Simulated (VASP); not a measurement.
Input:

```yaml
crystal:
  lattice:
    - [1.35500, -2.34693, 0.00000]
    - [1.35500, 2.34693, 0.00000]
    - [0.00000, 0.00000, 4.28000]
  atoms:
    - { symbol: Ru, position: [0.33333, 0.66667, 0.25000] }
    - { symbol: Ru, position: [0.66667, 0.33333, 0.75000] }
```

Method: PBE GGA, VASP's PBE PAW potentials (set 64) (plane waves; VASP). Numerical set-up: 400 eV cut-off, 12×12×7 Γ-centred mesh, first-order Methfessel-Paxton smearing of 0.10 eV, potentials Ru_pv.

Give the stress tensor in GPa (positive for a compressed cell).

```
2.09  0.00  0.00
0.00  2.09  0.00
0.00  0.00  3.33
```
The pressure is its mean diagonal, 2.51 GPa.

The compound is Ru in the hcp structure. The cell was not relaxed at this level.
